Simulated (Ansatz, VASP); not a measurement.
**Zn2C in two plane-wave programs**

Wanted: the spread between two codes on one cell, functional and k mesh. The cell is generated by rule, not measured, and may not be a known phase. Of the first pair: The two relaxations start from unlike cells of this crystal (the structure described is Ansatz's start), so only their ends are compared.

Program: Ansatz 0.2.0. Level of theory: plane waves, with VASP 6.6.1 beside it; relaxation of cell and atoms at PBEsol. Results are calculated unless marked as measured.

### 1. Set-up

The structure is cubic, space group Fm-3m (No. 225). Conventional cell: a = 4.966 Å, b = 4.966 Å, c = 4.966 Å, α = 90.00°, β = 90.00°, γ = 90.00°. Nearest to C lie 8 Zn at 2.15 Å. Nearest to Zn lie 4 C at 2.15 Å. Farther neighbours are not listed.

### 2. Ansatz: relaxation of cell and atoms, PBEsol, pair 1

Ansatz runs on its default PAW (the set named soft_2) files.

The relaxed volume is the usual yardstick between codes: in a stiff, nearly cubic crystal its relative difference is about their pressure difference at one cell divided by the bulk modulus.

The input, input.yaml:

```yaml
crystal:
  lattice:
    - [0.0, 2.48307, 2.48307]
    - [2.48307, 0.0, 2.48307]
    - [2.48307, 2.48307, 0.0]
  atoms:
    - { symbol: C, position: [0.0, 0.0, 0.0] }
    - { symbol: Zn, position: [0.25, 0.25, 0.25] }
    - { symbol: Zn, position: [0.75, 0.75, 0.75] }
kpoints:
  mp_grid: { grid: [8, 8, 8] }
hamiltonian:
  xc: pbesol
scf:
  occupations: { method: gaussian, width: 0.1 }
output:
  forces: true
  stress: true
  eigenvalues: true
relax:
  adjacent_minimum: "off"
  f_tol: 0.05
  max_steps: 80
  cell: { stress_tol: 0.5 }
```

Launch:

```
$ ansatz run input.yaml --threads 4 --pin off --max-ram 7168MiB --backend cpu --events-out ev --progress --plain --runs-dir out
```

Numbers of over 12 decimals in the logs are rounded to 6 here.

The program printed:

```text
The last accepted step is kept in <dir> (removed where the run ends without a failure and the disk answers)
Engine: ansatz 0.2.0, x86_64-unknown-linux-gnu
Pseudopotentials: kind: paw
Pseudopotential: C, paw, valence charge 4, recommended cutoff 420 eV (normal), C.paw.azcp
Pseudopotential: Zn, paw, valence charge 12, recommended cutoff 420 eV (normal), Zn.paw.azcp
Functional definition: PBEsol
  exchange = pbesol_x
  correlation = pbesol_c
Crystal: 3 atoms, lattice volume = 30.619 Å³
Basis set: ecut = 420 eV, 609 PW (Γ), exchange–correlation on 48×48×48 points (8 copies of the dense FFT grid, shifted against one another)
Bands: 18, of which v1, the nominal top of the filled ones, is band 14 counted from 1 (13 counted from 0)
Symmetry: 48 space group operations
Space group: Fm-3m (ITA 225), of the structure as read, at distance tolerance 3.1e-5 Å
k-points: 29 of 512
Non-local potential: C, projectors of the file, l = 0: 2, l = 1: 2, l = 2: 1
Non-local potential: Zn, projectors of the file, l = 0: 2, l = 1: 2, l = 2: 3, l = 3: 1
PAW form: soft (Blöchl's): semilocal exchange-correlation on the pseudo side does not see the compensation charge
PAW frozen core: C, regenerated for the run's functional, and the local potential with it (the file was generated under x = pbe(κ = 0.804, μ = 0.219515), c = pbe(β = 0.066725))
PAW frozen core: Zn, regenerated for the run's functional, and the local potential with it (the file was generated under x = pbe(κ = 0.804, μ = 0.219515), c = pbe(β = 0.066725))
PAW one-centre angular grid: C, 110 points (default); XC on 64 Gauss nodes
PAW one-centre angular grid: Zn, 590 points (default); XC on 64 Gauss nodes
Initial density: superposition of atomic densities (neutral atoms: chi_scale 0, normalization atom), corrected by the library's trained network
Initial wavefunctions: pseudopotential atomic-orbital guess
Functional: x = pbesol(κ = 0.804, μ = 0.123457), c = pbesol(β = 0.046)
SCF iter   1: F=—  HF=-6806.317081 eV  |F-HF|=—  |Δ(HF+E_count)|=         —  Δρ=7.57e-3  dr2=1.71e-2  ethr=1.77e-3  ⟨swp⟩=5.2  Hψ=2396  notcnv=0
preconditioner: auto → none  [insulator: Δε(μ)=0.277 eV  Ē_g=12.577 eV  σ=0.100 eV  W_gap=0.94  n_scr=14 (ndim 8)  ℏωp=35.5 eV  f_vac=0.001  D(μ)=0.01/eV (n_scr^D=0)  ε∞_Penn≈9.0]
SCF iter   2: F=—  HF=-6806.312714 eV  |F-HF|=—  |Δ(HF+E_count)|=   4.37e-3  Δρ=2.21e-3  dr2=1.08e-3  ethr=6.12e-5  ⟨swp⟩=2.1  Hψ=1223  notcnv=0
SCF iter   3: F=—  HF=-6806.312251 eV  |F-HF|=—  |Δ(HF+E_count)|=   4.63e-4  Δρ=5.42e-4  dr2=3.57e-5  ethr=3.87e-6  ⟨swp⟩=2.0  Hψ=921  notcnv=0
SCF iter   4: F=—  HF=-6806.312255 eV  |F-HF|=—  |Δ(HF+E_count)|=   4.79e-6  Δρ=2.87e-4  dr2=1.37e-5  ethr=1.27e-7  ⟨swp⟩=2.0  Hψ=898  notcnv=0
SCF iter   5: F=—  HF=-6806.312250 eV  |F-HF|=—  |Δ(HF+E_count)|=   4.83e-6  Δρ=6.84e-5  dr2=3.88e-7  ethr=4.91e-8  ⟨swp⟩=2.0  Hψ=893  notcnv=0
SCF iter   6: F=-6806.312251 eV  HF=-6806.312251 eV  |F-HF|=8.05e-8  |Δ(HF+E_count)|=   3.42e-7  Δρ=1.64e-5  dr2=9.69e-8  ethr=3.57e-10  ⟨swp⟩=5.7  Hψ=2504  notcnv=0
SCF 1 converged in 6 iterations: F = -6806.312251 eV  dr2 = 9.69e-8
  greatest PAW one-centre occupation: 0.981 electrons in one spin orbital (limit 2), on the Zn atom at site 2 (counted from 0), in its partial waves of l = 2
relax step   1: F+E_penalty+E_count = -6806.31225074 eV  Δ(F+E_penalty+E_count) = +0.000e0 eV  max|allowed force component| = 1.850e-17 eV/Å  Δτ_max = 0.0000 Å  P = +18.164 GPa  Ω = 30.619 Å³  (6 SCF iters, dr2 threshold 1.00e-7 eV, accepted)
[...]
relax step   3: F+E_penalty+E_count = -6806.46455951 eV  Δ(F+E_penalty+E_count) = -3.705e-2 eV  max|allowed force component| = 3.392e-17 eV/Å  Δτ_max = 0.0000 Å  P = +1.191 GPa  Ω = 33.450 Å³  energy of the carried Pulay correction = -6.757e-3 eV  (6 SCF iters, dr2 threshold 3.00e-7 eV, accepted)
[...]
relax step   4: F+E_penalty+E_count = -6806.46496964 eV  Δ(F+E_penalty+E_count) = -4.101e-4 eV  max|allowed force component| = 3.701e-17 eV/Å  Δτ_max = 0.0000 Å  P = +0.097 GPa  Ω = 33.688 Å³  energy of the carried Pulay correction = -7.297e-3 eV  (6 SCF iters, dr2 threshold 3.00e-7 eV, accepted)
[...]
relax step   5: F+E_penalty+E_count = -6806.47368656 eV  Δ(F+E_penalty+E_count) = -8.717e-3 eV  max|allowed force component| = 2.159e-17 eV/Å  Δτ_max = 0.0000 Å  P = +0.246 GPa  Ω = 33.688 Å³  stress off target by 2.46e-1 GPa  SCF on the basis re-selected at this cell (its energy is not comparable with the rows above)  (6 SCF iters)
basis re-selected at this cell: Δ(F+E_penalty+E_count) = -8.717e-3 eV, ΔP = +0.149 GPa vs the last step (what re-selecting the basis moved, of the pressure what is left beyond the Pulay correction that the steps carried, after the strain that the cell walked since its last selection, with what the two solves' SCF thresholds leave and, on support functions, any second-order correction that the steps lacked; it is no measure of the basis error at this ecutwfc). The dense FFT grid was sized anew with the basis: this SCF ran on 25×25×25 points, the steps before it on 24×24×24, so part of this shift can come from that change (see relax.cell in the input reference). [rest of the remark cut]
SCF converged after 6 iterations
Free energy (F): -6806.473687 eV
Harris-Foulkes:  -6806.473687 eV  (|F-HF|=9.09e-13)
Internal energy: -6806.473349 eV  (E = F + TS)
E sigma→0 (E₀):  -6806.473518 eV
Entropy (-TS):   -0.000338 eV (-0.113 meV/atom)
Fermi energy:    12.502778 eV
--- Per-component energies (eV) ---
  E_band       = 144.870588
  E_kinetic    = 349.857941
  E_local      = -3108.359269  (includes V_loc(G=0)·N_el)
  E_nonlocal   = 1254.908873
  E_hartree    = 1304.008858
  E_xc         = -320.350402
  E_vxc        = -166.124139  (∫ρ·V_xc dr)
  E_paw        = -3673.795167  (= ΣΔE_a)
  E_vpaw       = -793.429896  (= ΣTr[D̂ρ^β])
  E_aug_tail   = -0.000603  (compensation charges beyond the density's cutoff)
  E_ewald      = -2614.359390
  E_core_change = 1.615810  (= ΣΔE_core)
  E_smearing   = -0.000338  (= −TS)
  E_closure    = 0.000000  (closes the sum)
  Σ components = -6806.473687   (vs F -6806.473687, Δ=0.00e0)
--- Forces (eV/Å), atoms counted from 1 ---
  atom   1  C      0.00000000    -0.00000000    -0.00000000
  atom   2  Zn     0.00000000    -0.00000000    -0.00000000
  atom   3  Zn    -0.00000000    -0.00000000    -0.00000000
  max |Σ_I F_I| component: 5.32e-17 eV/Å
--- Stress (GPa, compression-positive) ---
        0.245641       0.000000       0.000000
        0.000000       0.245641      -0.000000
        0.000000      -0.000000       0.245641
  P = ⅓ Tr σ = 0.2456 GPa (2.456 kbar)
--- Band table (eV; the first three rows and the last of 29) ---
  k-point 0: bands = [... 10 lower, 5.6272, 12.4140, 12.4654, 12.4654, 12.4654, 16.5840, 16.5840, 16.5840]
  k-point 1: bands = [... 10 lower, 5.5408, 10.7371, 12.2052, 12.2052, 13.3688, 16.4827, 17.0225, 17.0225]
  k-point 2: bands = [... 10 lower, 5.3077, 8.5661, 11.7431, 11.7431, 13.5354, 17.0385, 17.6569, 17.6569]
  k-point 28: bands = [... 10 lower, 5.6945, 7.3588, 7.4644, 7.4644, 16.3722, 17.7510, 17.7592, 17.7592]
--- Relaxed structure (4 steps of the walk, 4 accepted, 1 SCFs on fresh bases) ---
  F+E_penalty+E_count = -6806.47368656 eV   max|allowed force component| = 2.159e-17 eV/Å   (the final SCF, on the basis selected at the relaxed cell)
  cell:  # Å, volume = 33.6882 Å³
    - [0, 2.563397, 2.563397]
    - [2.563397, 0, 2.563397]
    - [2.563397, 2.563397, 0]
  atoms:
    - { symbol: C, position: [0, 0, 0] }
    - { symbol: Zn, position: [0.250000, 0.250000, 0.250000] }
    - { symbol: Zn, position: [0.750000, 0.750000, 0.750000] }
```

### 3. VASP: relaxation of cell and atoms, PBEsol, pair 1

Its own start cell and the same functional, mesh and smearing now go to VASP, with its own data sets.

Lines of VASP's logs that name or quote its potential files are left out, and so is its time.

The input, INCAR:

```
SYSTEM = Zn2C
PREC = Accurate
ENCUT = 600
EDIFF = 1E-07
NELM = 120
ISMEAR = 0
SIGMA = 0.1
LREAL = .FALSE.
ALGO = Normal
GGA = PS
NBANDS = 20
LORBIT = 11
LWAVE = .FALSE.
LCHARG = .FALSE.
ISIF = 3
IBRION = 2
NSW = 80
EDIFFG = -0.005
LASPH = .TRUE.
GGA_COMPAT = .FALSE.
NELMIN = 4
KPAR = 2
```

The input, POSCAR:

```
Zn2C
1.0
    0.0000000000      2.5685992840      2.5685992840
    2.5685992840      0.0000000000      2.5685992840
    2.5685992840      2.5685992840      0.0000000000
C Zn
1 2
Direct
    0.0000000000      0.0000000000      0.0000000000
    0.2500000000      0.2500000000      0.2500000000
    0.7500000000      0.7500000000      0.7500000000
```

The input, KPOINTS:

```
Automatic mesh
0
Gamma
8 8 8
0 0 0
```

PAW data sets: C and Zn (PBE family, release 64).

Launch:

```
$ mpirun -np 2 vasp_std
```

The program printed:

```text
[banner, memory and clock lines left out]
running    2 mpi-ranks, on    1 nodes
 distrk:  each k-point on    1 cores,    2 groups
 distr:  one band on    1 cores,    1 groups

 POSCAR found type information on POSCAR C Zn
 POSCAR found :  2 types and       3 ions
|                                                                             |
|               ----> ADVICE to this user running VASP <----                  |
|                                                                             |
|     You enforced a specific xc type in the INCAR file but a different       |
|     [... a line on the potential file left out ...]
|     I HOPE YOU KNOW WHAT YOU ARE DOING!                                     |
|                                                                             |

 LDA part: xc-table for (Slater+PW92), standard interpolation
 POSCAR, INCAR and KPOINTS ok, starting setup
 FFT: planning ... GRIDC
 FFT: planning ... GRID_SOFT
 FFT: planning ... GRID
 WAVECAR not read
 entering main loop
       N       E                     dE             d eps       ncg     rms          rms(c)
DAV:   1     0.143610940963E+03    0.14361E+03   -0.15655E+04  1192   0.237E+03
DAV:   2    -0.238415018319E+01   -0.14600E+03   -0.14007E+03  1168   0.354E+02
DAV:   3    -0.123910817635E+02   -0.10007E+02   -0.98226E+01  1280   0.926E+01
DAV:   4    -0.125938942794E+02   -0.20281E+00   -0.20242E+00  1220   0.122E+01
DAV:   5    -0.125953349622E+02   -0.14407E-02   -0.14406E-02  1316   0.973E-01    0.997E+00
DAV:   6    -0.107989492978E+02    0.17964E+01   -0.50544E+00  1676   0.558E+01    0.728E+00
DAV:   7    -0.107965950767E+02    0.23542E-02   -0.83558E-01  1288   0.120E+01    0.383E+00
DAV:   8    -0.107763876630E+02    0.20207E-01   -0.53975E-02  1284   0.165E+00    0.114E+00
DAV:   9    -0.107736068732E+02    0.27808E-02   -0.31150E-03  1572   0.635E-01    0.132E-01
DAV:  10    -0.107735383143E+02    0.68559E-04   -0.99715E-04  1656   0.297E-01    0.584E-02
DAV:  11    -0.107735535725E+02   -0.15258E-04   -0.14547E-04  1232   0.948E-02    0.203E-02
DAV:  12    -0.107735519883E+02    0.15841E-05   -0.43494E-06  1352   0.198E-02    0.952E-03
DAV:  13    -0.107735514035E+02    0.58487E-06   -0.72047E-07  1276   0.692E-03    0.279E-03
DAV:  14    -0.107735511894E+02    0.21407E-06   -0.36173E-07  1240   0.604E-03    0.603E-04
DAV:  15    -0.107735511861E+02    0.33260E-08   -0.81251E-08   796   0.176E-03
   1 F= -.10773551E+02 E0= -.10773382E+02  d E =-.107736E+02
 curvature:   0.00 expect dE= 0.000E+00 dE for cont linesearch  0.000E+00
 trial: gam= 0.00000 g(F)=  0.619E-47 g(S)=  0.138E-04 ort = 0.000E+00 (trialstep = 0.100E+01)
 search vector abs. value=  0.138E-04
 bond charge predicted
       N       E                     dE             d eps       ncg     rms          rms(c)
DAV:   1    -0.107737811652E+02   -0.22998E-03   -0.25276E-03  1296   0.106E+00    0.107E-01
DAV:   2    -0.107735829337E+02    0.19823E-03   -0.68839E-04  1284   0.689E-01    0.411E-02
DAV:   3    -0.107735624792E+02    0.20455E-04   -0.15584E-05  1332   0.510E-02    0.207E-02
DAV:   4    -0.107735557214E+02    0.67578E-05   -0.19194E-06  1624   0.272E-02    0.644E-03
DAV:   5    -0.107735548678E+02    0.85356E-06   -0.81988E-07  1640   0.134E-02    0.556E-04
DAV:   6    -0.107735548603E+02    0.75070E-08   -0.19108E-07   944   0.410E-03
   2 F= -.10773555E+02 E0= -.10773385E+02  d E =-.367428E-05
 trial-energy change:   -0.000004  1 .order   -0.000004   -0.000014    0.000005
 step:   0.6852(harm=  0.7411)  dis= 0.00000  next Energy=   -10.773556 (dE=-0.446E-05)
 reached required accuracy - stopping structural energy minimisation
```

Parts of OUTCAR (step 3):

```text
ion  position               nearest neighbor table
   1  0.000  0.000  0.000-   3 2.22   2 2.22   3 2.22   2 2.22   3 2.22   3 2.22   2 2.22   2 2.22

  LATTYP: Found a face centered cubic cell.
 ALAT       =     5.1371985680

 Subroutine GETGRP returns: Found 48 space group operations
 (whereof 48 operations were pure point group operations)

The static configuration has the point symmetry O_h .

 Found     29 irreducible k-points:

   k-points           NKPTS =     29   k-points in BZ     NKDIM =     29   number of bands    NBANDS=     20

   dimension x,y,z NGX =    30 NGY =   30 NGZ =   30
   dimension x,y,z NGXF=    60 NGYF=   60 NGZF=   60

   ENCUT  =  600.0 eV  44.10 Ry    6.64 a.u.   7.26  7.26  7.26*2*pi/ulx,y,z

   NELECT =      28.0000    total number of electrons

 k-points in reciprocal lattice and weights: Automatic mesh
   0.00000000  0.00000000  0.00000000       0.002
   0.12500000  0.00000000  0.00000000       0.016
   0.25000000  0.00000000  0.00000000       0.016
   0.37500000  0.00000000  0.00000000       0.016
   0.50000000  0.00000000  0.00000000       0.008
   0.12500000  0.12500000  0.00000000       0.012
   0.25000000  0.12500000  0.00000000       0.047
   0.37500000  0.12500000  0.00000000       0.047
   0.50000000  0.12500000  0.00000000       0.047
[...]
-0.37500000  0.50000000  0.12500000       0.023
  -0.25000000  0.50000000  0.25000000       0.012

 average (electrostatic) potential at core
       1 -50.6859       2 -35.2067       3 -35.2067

 E-fermi :   4.7070

 k-point     1 :       0.0000    0.0000    0.0000
  band No.  band energies     occupation
    ...
     11      -2.1743      2.00000
     12       4.6240      1.75951
     13       4.6686      1.41363
     14       4.6686      1.41363
     15       4.6686      1.41363
     16       8.7862      0.00000
     17       8.7862      0.00000
     18       8.7862      0.00000
     19      14.2364      0.00000
     20      15.7121      0.00000

 k-point     2 :       0.1250    0.0000    0.0000
  band No.  band energies     occupation
    ...
     10      -2.2594      2.00000
     11      -2.2594      2.00000
     12       2.9376      2.00000
     13       4.4088      1.99998
     14       4.4088      1.99998
     15       5.5792      0.00000
     16       8.6869      0.00000
     17       9.2233      0.00000
     18       9.2233      0.00000
     19      14.6688      0.00000
    ...

 k-point     3 :       0.2500    0.0000    0.0000
  band No.  band energies     occupation
    ...
     10      -2.4895      2.00000
     11      -2.4895      2.00000
     12       0.7686      2.00000
     13       3.9469      2.00000
     14       3.9469      2.00000
     15       5.7359      0.00000
     16       9.2526      0.00000
     17       9.8532      0.00000
     18       9.8532      0.00000
     19      13.8729      0.00000
    ...

  Total        0.0058996      0.0058996      0.0058996      0.0000000      0.0000000      0.0000000
  in kB        0.2791048      0.2791048      0.2791048      0.0000000      0.0000000      0.0000000
  external PRESSURE =       0.2791048 kB  Pullay stress =       0.0000000 kB

  energy-cutoff  :      600.00
  volume of cell :       33.87
      direct lattice vectors                 reciprocal lattice vectors
    -0.000000000  2.567901671  2.567901671    -0.194711505  0.194711505  0.194711505
     2.567901671 -0.000000000  2.567901671     0.194711505 -0.194711505  0.194711505
     2.567901671  2.567901671 -0.000000000     0.194711505  0.194711505 -0.194711505

 POSITION                                       TOTAL-FORCE (eV/Angst)
 -----------------------------------------------------------------------------------
      2.56790      5.13580      2.56790        -0.000000     -0.000000     -0.000000
      1.28395      1.28395      1.28395        -0.000000     -0.000000     -0.000000
      3.85185      3.85185      3.85185         0.000000      0.000000      0.000000
 -----------------------------------------------------------------------------------
    total drift:                               -0.000000      0.000000      0.000000

  FREE ENERGIE OF THE ION-ELECTRON SYSTEM (eV)
  ---------------------------------------------------
  free  energy   TOTEN  =       -10.7735548603 eV

  energy  without entropy=      -10.7732141798  energy(sigma->0) =      -10.77338452

 reached required accuracy - stopping structural energy minimisation

 total charge
# of ion       s       p       d       tot
------------------------------------------
    1        0.822   1.431   0.000   2.252
    2        0.545   0.572   9.813  10.930
    3        0.545   0.572   9.813  10.930
--------------------------------------------------
tot          1.913   2.575  19.625  24.113

[... 3 further parts left out ...]
```

CONTCAR:

```
Zn2C
   1.00000000000000
    -0.0000000000000000    2.5679016705327311    2.5679016705327311
     2.5679016705327311   -0.0000000000000000    2.5679016705327311
     2.5679016705327311    2.5679016705327311   -0.0000000000000000
  C               Zn
     1     2
Direct
     1.0000000000000000    0.0000000000000000    1.0000000000000000
     0.2500000000000000    0.2500000000000000    0.2500000000000000
     0.7500000000000000    0.7500000000000000    0.7500000000000000
```

### 4. Differences

Known differences besides the potentials themselves: the cutoff is 420 eV in Ansatz and 600 eV in VASP; Ansatz makes its cores anew for this functional, VASP keeps those of its PBE data sets; Ansatz adds a Pulay correction to the stress that steers its cell, VASP none. Total energies have different zeros and are not compared.

Both answers:

```csv
quantity,Ansatz,VASP,difference
volume (Å³),33.69,33.87,-0.53 %
"edge a after relaxation, in the typed setting (Å)",3.625,3.632,-0.18 %
```

(Continued in part 2 of 2.)

[Lines on the potential files, build, host, timing and source positions are cut from VASP's logs without a mark.]

[Logs are printed without paths, hosts, clocks, repeated set-up lines and the standing remarks that a program may print on its own settings, such as how far it seeks lower states.]

[Hosts, paths, dates, database ids (printed as entryN), source tags and the programs' standing remarks are cut or masked in the printed files.]
